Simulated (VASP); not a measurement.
```
CELL_PARAMETERS angstrom
      0.00000     2.72175     2.72175
      2.72175     0.00000     2.72175
      2.72175     2.72175     0.00000
ATOMIC_POSITIONS crystal
  Si 0.25000 0.25000 0.25000
  Si 0.75000 0.75000 0.75000
  Ni 0.00000 0.00000 0.00000
```

These are PBE GGA with D4 dispersion, VASP's PBE PAW potentials (set 64) (plane waves; VASP) values and carry that method's errors. Numerical set-up: 520 eV cut-off, 10×10×10 Γ-centred mesh, first-order Methfessel-Paxton smearing of 0.10 eV, potentials Si Ni.

Problem. Give the stress tensor in GPa (positive for a compressed cell).

Solution. 
```
-5.08   0.00   0.00
 0.00  -5.08   0.00
 0.00   0.00  -5.08
```
The pressure is its mean diagonal, -5.08 GPa.

The compound is NiSi2 in the fluorite structure. This cell is one point of a volume scan, at 1.03 of the reference volume. The run is not spin-polarised, so no magnetic state was tried.
